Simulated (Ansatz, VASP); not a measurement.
**Two plane-wave programs on RbSrSi2**

```
CELL_PARAMETERS angstrom
4.31969 0.00000 0.00000
0.00000 4.31969 0.00000
0.00000 0.00000 7.59674
ATOMIC_POSITIONS crystal
Rb 0.00000 0.00000 0.50000
Sr 0.00000 0.00000 0.00000
Si 0.50000 0.50000 0.14713
Si 0.50000 0.50000 0.85287
```

Alike in both runs: functional PBE; k mesh 12 × 12 × 6; occupations gaussian, width 0.1 eV; no spin polarisation.

Ansatz relaxed the structure, and its values are those at the end. VASP's run is a single point on that final structure, the one shown.

|  | VASP | Ansatz |
| --- | --- | --- |
| version | VASP 6.6.1 | Ansatz 0.2.0 |
| potentials or method | VASP PAW PBE potentials, release 64 (Rb_sv, Sr_sv, Si) | scalar-relativistic, plane waves, PAW |
| plane-wave cutoff (eV) | 520 | 420 |
| valence electrons in the cell | 27 | 27 |

|  | VASP | Ansatz | Ansatz less VASP |
| --- | --- | --- | --- |
| gap on the k mesh at the Fermi level (eV) | none | none | - |
| pressure (GPa) | 0.0 | 0.0 | -0.04 |
| rms of the force components (eV/Å) | 0.005 | 0.001 | -0.0043 |

A gap of «none» marks a metal or a gap that the smearing closes.
